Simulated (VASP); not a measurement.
Input:

```xyz
2
Lattice="0.0000 2.2083 2.2083 2.2083 0.0000 2.2083 2.2083 2.2083 0.0000" Properties=species:S:1:pos:R:3 pbc="T T T"
Ti     0.0000     0.0000     0.0000
C      2.2083     2.2083     2.2083
```

The numbers are results of PBE GGA, VASP's PBE PAW potentials (set 64) (plane waves; VASP), not measurements. Numerical set-up: 520 eV cut-off, 13×13×13 Γ-centred mesh, Gaussian smearing of 0.020 eV, potentials Ti_sv C.

Estimate the energy per atom (σ→0), pressure, band gap (on the k-mesh) with the smallest direct gap where there is one.

| Item | Value |
|---|---|
| band gap (on the k-mesh) | none (metal, semimetal or under 0.01 eV) |
| energy per atom (σ→0) | -9.331 eV/atom |
| pressure | -12.58 GPa |

The absolute energy has meaning only against runs of the same code, potentials and settings.

The compound is TiC in the rock salt structure. The cell was not relaxed at this level. The run is one of a series of settings (ISMEAR = 0, SIGMA = 0.02 against the base run), some of them coarse on purpose.
